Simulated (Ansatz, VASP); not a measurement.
# Re (Rhenium): VASP beside Ansatz

Aim: how closely do two programs agree when they are given the same cell, functional and k mesh? The cell is taken from a series of runs on this material, whose earlier steps may have relaxed, scaled, displaced or heated it; both programs get it as it stands.

Method: plane waves, with VASP 6.6.1 beside it; zone-centre phonons at PBEsol, in Ansatz 0.2.0.

## Step 1: The starting structure

The structure is hexagonal, space group P6_3/mmc (No. 194). Conventional cell: a = 2.766 Å, b = 2.766 Å, c = 4.353 Å, α = 90.00°, β = 90.00°, γ = 120.00°. Nearest to Re lie 12 Re at 2.70 to 2.77 Å.

## Step 2: Ansatz: zone-centre phonons, PBEsol

Ansatz runs on its PAW soft_1 files.

Second derivatives magnify differences that forces hide, and they need a tight electronic threshold.

The input, input.yaml:

```yaml
crystal:
  lattice:
    - [2.7658631263, 0.0, 0.0]
    - [-1.3829315631, 2.3953077308, 0.0]
    - [0.0, 0.0, 4.3525288028]
  atoms:
    - { symbol: Re, position: [0.3333333349, 0.6666666651, 0.25] }
    - { symbol: Re, position: [0.6666666651, 0.3333333349, 0.75] }
kpoints:
  mp_grid: { grid: [18, 18, 12] }
hamiltonian:
  xc: pbesol
  pseudopotentials: { kind: paw, azcp: { folder: soft_1 }, xc_functional: pbe }
scf:
  occupations: { method: methfessel_paxton, width: 0.2 }
output:
  eigenvalues: true
phonons:
  method: dfpt
```

Run with:

```bash
ansatz run input.yaml --threads 4 --pin off --max-ram 10240MiB --backend cpu --events-out ev --progress --plain --runs-dir out
```

Numbers of over 12 decimals in the logs are rounded to 6 here.

The log of the run:

```text
zone centre: on kpoints.mp_grid the ground state, and the responses unless they are solved on pairs of k-points, stand on 637 of the mesh's 3888 k-points, reduced under 4 symmetry operations, with k and −k counted as one. Each operation leaves every solved displacement unchanged or reverses it
Engine: ansatz 0.2.0, x86_64-unknown-linux-gnu
Pseudopotentials: kind: paw
Pseudopotential: Re, paw, valence charge 15, recommended cutoff 420 eV (normal), soft_1/Re.paw.azcp
Functional definition: PBEsol
  exchange = pbesol_x
  correlation = pbesol_c
Crystal: 2 atoms, lattice volume = 28.836 Å³
Basis set: ecut = 420 eV, 579 PW (Γ), exchange–correlation on 40×40×60 points (8 copies of the dense FFT grid, shifted against one another)
Bands: 19, of which v1, the nominal top of the filled ones, is band 15 counted from 1 (14 counted from 0)
Symmetry: 24 space group operations
k-points: 637 of 3888 (irreducible under 4 space group operations, time reversal used)
Non-local potential: Re, projectors of the file, l = 0: 3, l = 1: 2, l = 2: 2, l = 3: 1
PAW form: soft (Blöchl's): semilocal exchange-correlation on the pseudo side does not see the compensation charge
PAW frozen core: Re, regenerated for the run's functional, and the local potential with it (the file was generated under x = pbe(κ = 0.804, μ = 0.219515), c = pbe(β = 0.066725))
PAW one-centre angular grid: Re, 590 points (default); XC on 64 Gauss nodes
Initial density: superposition of atomic densities (chi_scale 0.1, normalization cell)
Initial wavefunctions: pseudopotential atomic-orbital guess
Functional: x = pbesol(κ = 0.804, μ = 0.123457), c = pbesol(β = 0.046)
SCF iter   1: F=—  HF=-21477.138767 eV  |F-HF|=—  |Δ(HF+E_count)|=         —  Δρ=6.21e-2  dr2=1.02e0  ethr=3.10e-3  ⟨swp⟩=4.7  Hψ=47934  notcnv=0
preconditioner: auto → none  [metal: Δε(μ)=0.005 eV  Ē_g=6.544 eV  σ=0.200 eV  W_gap=0.02  n_scr=8 (ndim 8)  ℏωp=25.9 eV  f_vac=0.000  D(μ)=1.74/eV (n_scr^D=22)  sad-step TF]
SCF iter   2: F=—  HF=-21476.861389 eV  |F-HF|=—  |Δ(HF+E_count)|=   2.77e-1  S|Δr|=    0.00e0  Δρ=3.63e-2  dr2=3.35e-1  ethr=3.10e-3  ⟨swp⟩=2.0  Hψ=19434  notcnv=0  defer=6
SCF iter   3: F=—  HF=-21476.731494 eV  |F-HF|=—  |Δ(HF+E_count)|=   1.30e-1  S|Δr|=    0.00e0  Δρ=1.75e-3  dr2=3.26e-4  ethr=1.12e-3  ⟨swp⟩=3.0  Hψ=23537  notcnv=0  defer=6
SCF iter   4: F=—  HF=-21476.731800 eV  |F-HF|=—  |Δ(HF+E_count)|=   3.06e-4  S|Δr|=    0.00e0  Δρ=2.00e-4  dr2=1.28e-5  ethr=1.09e-6  ⟨swp⟩=2.1  Hψ=17469  notcnv=0  defer=6
SCF iter   5: F=—  HF=-21476.731796 eV  |F-HF|=—  |Δ(HF+E_count)|=   4.77e-6  S|Δr|=    0.00e0  Δρ=3.28e-5  dr2=2.14e-7  ethr=4.25e-8  ⟨swp⟩=2.0  Hψ=16481  notcnv=0  defer=6
SCF iter   6: F=—  HF=-21476.731796 eV  |F-HF|=—  |Δ(HF+E_count)|=   1.18e-7  S|Δr|=    0.00e0  Δρ=7.69e-6  dr2=1.24e-8  ethr=7.12e-10  ⟨swp⟩=2.9  Hψ=22971  notcnv=0  defer=6
SCF iter   7: F=—  HF=-21476.731796 eV  |F-HF|=—  |Δ(HF+E_count)|=   1.63e-9  S|Δr|=    0.00e0  Δρ=1.24e-6  dr2=2.46e-10  ethr=4.12e-11  ⟨swp⟩=2.4  Hψ=18435  notcnv=0  defer=6
SCF iter   8: F=-21476.731796 eV  HF=-21476.731796 eV  |F-HF|=1.46e-11  |Δ(HF+E_count)|=  2.55e-11  S|Δr|=    0.00e0  Δρ=1.03e-7  dr2=1.45e-12  ethr=1.00e-12  ⟨swp⟩=5.9  Hψ=52096  notcnv=0
SCF 1 converged in 8 iterations: F = -21476.731796 eV  dr2 = 1.45e-12
  greatest PAW one-centre occupation: 0.999 electrons in one spin orbital (limit 2), on the Re atom at site 1 (counted from 0), in its partial waves of l = 0
DFPT response loops at Γ: preconditioner auto → Kerker (q_TF=auto, 2.746 Å⁻¹) (partly filled bands, converged f_vac=0.000); β = 1.00, the filter's whole step (`scf.mixing.beta` (0.50) is not read by the response loops under this deck's `scf.mixing.preconditioner`; to damp them name `kerker` or `kerker_dos`, under which they read `scf.mixing.beta`, and type it under 1.00, their step now; both keys bind the ground state too); Broyden in place of MSR1
SCF converged after 8 iterations
Stability not checked: this state was not tested for a lower state beside it, because cold or Methfessel-Paxton smearing, or corrected tetrahedra, fill the levels in a way that the test cannot read (fill_not_monotonic; see scf.lower_state_search)
Free energy (F): -21476.731796 eV
Harris-Foulkes:  -21476.731796 eV  (|F-HF|=1.46e-11)
Internal energy: -21476.731906 eV  (E = F + TS)
E sigma→0 (E₀):  -21476.731823 eV
Entropy (-TS):   0.000111 eV (0.055 meV/atom)
Fermi energy:    24.387198 eV
Step filling:    the computed levels leave a gap of 0.0014 eV = 0.0 smearing widths at the electron count; against every level under it full and every level over it empty, smearing changes F+E_penalty+E_count by -0.423 meV and its σ→0 estimate by -0.450 meV
--- Per-component energies (eV) ---
  E_band       = -130.214537
  E_kinetic    = 1048.976174
  E_local      = -1516.255958  (includes V_loc(G=0)·N_el)
  E_nonlocal   = 165.370257
  E_hartree    = 530.461724
  E_xc         = -709.588441
  E_vxc        = -581.459028  (∫ρ·V_xc dr)
  E_paw        = -17152.295270  (= ΣΔE_a)
  E_vpaw       = -307.769571  (= ΣTr[D̂ρ^β])
  E_aug_tail   = 0.000100  (compensation charges beyond the density's cutoff)
  E_ewald      = -3843.867144
  E_core_change = 0.466653  (= ΣΔE_core)
  E_smearing   = 0.000111  (= −TS)
  E_closure    = -0.000000  (closes the sum)
  Σ components = -21476.731796   (vs F -21476.731796, Δ=0.00e0)
--- Band table (eV; the first three rows and the last of 637) ---
  k-point 0: bands = [... 11 lower, 22.7375, 23.1220, 23.6852, 23.6852, 24.3777, 24.3777, 25.4002, 27.8864]
  k-point 1: bands = [... 11 lower, 22.6757, 23.0630, 23.6193, 23.6193, 24.5256, 24.5256, 25.1346, 27.9103]
  k-point 2: bands = [... 11 lower, 22.5501, 22.8970, 23.4425, 23.4425, 24.4643, 24.9046, 24.9046, 27.9518]
  k-point 636: bands = [... 11 lower, 21.0872, 22.2252, 22.2252, 24.2375, 24.2375, 28.5352, 28.5352, 30.8367]
--- Phonons (Γ-DFPT): 2 representative perturbations + reference, on 637 of 3888 k-points (Σ response iterations 5) ---
  k mesh reduced under 4 symmetry operations, with k and −k counted as one. Each operation leaves every solved displacement unchanged or reverses it
  ASR residual: 9.924e-5 → 0.000e0 eV/Å²; symmetrization residual: 7.549e-10 eV/Å²
  ASR residual per site (eV/Å²): 9.92e-5 9.92e-5
  Γ frequencies (cm⁻¹): 0.00 0.00 0.00 120.17 120.17 126.20
  non-analytic LO–TO correction: not included (Born effective charges unavailable; polar crystals: no LO–TO splitting at Γ)
```

Reading the cycles: dr2 is the Hartree energy of the density residual (eV), the measure of convergence; HF is the Harris–Foulkes estimate of the energy, which meets the free energy F at convergence.

## Step 3: VASP: zone-centre phonons, PBEsol

The same cell, functional, mesh and smearing now go to VASP, with its own data sets.

Lines of VASP's logs that name or quote its potential files are left out, and so is its time.

The input, INCAR:

```
SYSTEM = Re
PREC = Accurate
ENCUT = 600
EDIFF = 1E-08
NELM = 120
ISMEAR = 1
SIGMA = 0.2
LREAL = .FALSE.
ALGO = Normal
GGA = PS
NBANDS = 13
LASPH = .TRUE.
LORBIT = 11
LWAVE = .FALSE.
LCHARG = .FALSE.
ISIF = 2
IBRION = 8
GGA_COMPAT = .FALSE.
KPAR = 2
```

The input, POSCAR:

```
Re
1.0
    2.7658631263      0.0000000000      0.0000000000
   -1.3829315631      2.3953077308      0.0000000000
    0.0000000000      0.0000000000      4.3525288028
Re
2
Direct
    0.3333333349      0.6666666651      0.2500000000
    0.6666666651      0.3333333349      0.7500000000
```

The input, KPOINTS:

```
Automatic mesh
0
Gamma
18 18 12
0 0 0
```

Potentials, in the order of the species: Re (PBE family, release 64).

Run with:

```bash
mpirun -np 2 vasp_std
```

The log of the run:

```text
[banner, memory and clock lines left out]
running    2 mpi-ranks, on    1 nodes
 distrk:  each k-point on    1 cores,    2 groups
 distr:  one band on    1 cores,    1 groups

 POSCAR found type information on POSCAR Re
 POSCAR found :  1 types and       2 ions
|                                                                             |
|               ----> ADVICE to this user running VASP <----                  |
|                                                                             |
|     You enforced a specific xc type in the INCAR file but a different       |
|     [... a line on the potential file left out ...]
|     I HOPE YOU KNOW WHAT YOU ARE DOING!                                     |
|                                                                             |

 LDA part: xc-table for (Slater+PW92), standard interpolation
 POSCAR, INCAR and KPOINTS ok, starting setup
 FFT: planning ... GRIDC
 FFT: planning ... GRID_SOFT
 FFT: planning ... GRID
 WAVECAR not read
 entering main loop
       N       E                     dE             d eps       ncg     rms          rms(c)
DAV:   1     0.312962951973E+02    0.31296E+02   -0.73656E+03 12678   0.146E+03
DAV:   2    -0.252910053508E+02   -0.56587E+02   -0.47783E+02 11275   0.333E+02
DAV:   3    -0.281382284025E+02   -0.28472E+01   -0.25349E+01 11779   0.982E+01
DAV:   4    -0.281917573102E+02   -0.53529E-01   -0.51569E-01 10606   0.706E+00
DAV:   5    -0.281925348314E+02   -0.77752E-03   -0.77718E-03 11419   0.120E+00    0.462E+01
DAV:   6    -0.270957641680E+02    0.10968E+01   -0.91014E-01 11876   0.270E+01    0.194E+01
DAV:   7    -0.267288208172E+02    0.36694E+00   -0.63268E-01 11995   0.219E+01    0.474E-01
DAV:   8    -0.267172035196E+02    0.11617E-01   -0.75805E-03 10994   0.756E-01    0.141E-01
DAV:   9    -0.267163022109E+02    0.90131E-03   -0.44792E-04 12039   0.220E-01    0.464E-02
DAV:  10    -0.267163024266E+02   -0.21567E-06   -0.59359E-05 11208   0.998E-02    0.163E-02
DAV:  11    -0.267163030899E+02   -0.66334E-06   -0.84011E-07 12389   0.184E-02    0.210E-03
DAV:  12    -0.267163028884E+02    0.20151E-06   -0.18161E-08  7371   0.508E-03    0.598E-04
DAV:  13    -0.267163028949E+02   -0.65129E-08   -0.65681E-09  6631   0.241E-03
   1 F= -.26716303E+02 E0= -.26716290E+02  d E =-.386765E-04
 Linear response reoptimize wavefunctions to high precision
DAV:   1    -0.267163028792E+02    0.15698E-07   -0.19021E-08 10734   0.241E-03
DAV:   2    -0.267163028792E+02   -0.24102E-10   -0.95662E-11  5932   0.187E-04
 Linear response DOF=           2
 Linear response progress:
  Degree of freedom:   1/  2
       N       E                     dE             d eps       ncg     rms          rms(c)
RMM:   1    -0.743629460613E-01   -0.74363E-01   -0.64513E+00 29899   0.163E+02
RMM:   2    -0.142927896318E+00   -0.68565E-01   -0.67038E-02 66037   0.281E+00    0.135E-01
RMM:   3    -0.142818810155E+00    0.10909E-03   -0.19466E-03 66984   0.374E-01    0.912E-02
RMM:   4    -0.142067973797E+00    0.75084E-03   -0.97122E-04 68322   0.329E-01    0.220E-02
RMM:   5    -0.142112613895E+00   -0.44640E-04   -0.42191E-05 65356   0.749E-02    0.899E-03
RMM:   6    -0.142127081028E+00   -0.14467E-04   -0.80335E-06 68576   0.275E-02    0.411E-03
RMM:   7    -0.142130273153E+00   -0.31921E-05   -0.54155E-07 61165   0.983E-03    0.106E-03
RMM:   8    -0.142129028919E+00    0.12442E-05   -0.12612E-07 71016   0.251E-03    0.405E-04
RMM:   9    -0.142128073577E+00    0.95534E-06   -0.10360E-07 67500   0.128E-03    0.765E-05
RMM:  10    -0.142128003483E+00    0.70095E-07   -0.13408E-07 73064   0.766E-04    0.223E-05
RMM:  11    -0.142128024816E+00   -0.21333E-07   -0.12624E-07 70922   0.732E-04    0.547E-06
RMM:  12    -0.142128021059E+00    0.37567E-08   -0.13523E-07 72600   0.719E-04    0.274E-06
RMM:  13    -0.142128022405E+00   -0.13454E-08   -0.13254E-07 72379   0.727E-04    0.703E-07
RMM:  14    -0.142128021160E+00    0.12452E-08   -0.10959E-07 72112   0.730E-04    0.177E-07
RMM:  15    -0.142128021363E+00   -0.20388E-09   -0.85786E-08 66644   0.731E-04    0.246E-07
 first order change of Fermi-energy  -0.16322E-04
 force on displaced ion       1 direction 1 :  -4.809   0.000   0.000
 Linear response progress:
  Degree of freedom:   2/  2
       N       E                     dE             d eps       ncg     rms          rms(c)
RMM:   1    -0.109429291267E+00   -0.10943E+00   -0.71088E+00 10277   0.170E+02
RMM:   2    -0.184320185410E+00   -0.74891E-01   -0.59700E-02 21302   0.338E+00    0.210E-01
RMM:   3    -0.185535883549E+00   -0.12157E-02   -0.56646E-03 22224   0.661E-01    0.121E-01
RMM:   4    -0.185726250876E+00   -0.19037E-03   -0.97996E-04 24214   0.201E-01    0.529E-02
RMM:   5    -0.185898813954E+00   -0.17256E-03   -0.35463E-04 22535   0.147E-01    0.134E-02
RMM:   6    -0.185907992245E+00   -0.91783E-05    0.45599E-05 21597   0.416E-02    0.669E-03
RMM:   7    -0.185938436676E+00   -0.30444E-04    0.10627E-04 21230   0.263E-02    0.305E-03
RMM:   8    -0.185944397170E+00   -0.59605E-05    0.20842E-05 23982   0.962E-03    0.137E-03
RMM:   9    -0.185939090332E+00    0.53068E-05    0.53114E-06 20382   0.113E-02    0.237E-04
RMM:  10    -0.185940573096E+00   -0.14828E-05    0.98828E-07 23891   0.318E-03    0.216E-04
RMM:  11    -0.185940862921E+00   -0.28982E-06    0.13195E-07 22259   0.136E-03    0.153E-04
RMM:  12    -0.185940394082E+00    0.46884E-06    0.20292E-07 22757   0.117E-03    0.231E-05
RMM:  13    -0.185940592986E+00   -0.19890E-06   -0.58780E-07 24909   0.899E-04    0.567E-06
RMM:  14    -0.185940568680E+00    0.24306E-07   -0.76448E-08 25276   0.801E-04    0.591E-06
RMM:  15    -0.185940583857E+00   -0.15177E-07   -0.99977E-08 23599   0.797E-04    0.261E-06
RMM:  16    -0.185940581403E+00    0.24535E-08   -0.10270E-07 25013   0.796E-04    0.125E-06
RMM:  17    -0.185940584657E+00   -0.32540E-08   -0.10728E-07 24552   0.796E-04    0.255E-07
RMM:  18    -0.185940583842E+00    0.81564E-09   -0.10667E-07 23383   0.794E-04    0.261E-07
RMM:  19    -0.185940583987E+00   -0.14536E-09   -0.76802E-08 22449   0.793E-04    0.349E-07
 first order change of Fermi-energy   0.95528E-04
 force on displaced ion       1 direction 3 :  -0.000   0.000  -5.023
 Linear response finished
```

[end of part 1 of 2]

[Lines on the potential files, build, host, timing and source positions are cut from VASP's logs without a mark.]

[Logs are printed without paths, hosts, clocks, repeated set-up lines and the standing remarks that a program may print on its own settings, such as how far it seeks lower states.]

[Hosts, paths, dates, database ids (printed as entryN), source tags and the programs' standing remarks are cut or masked in the printed files.]
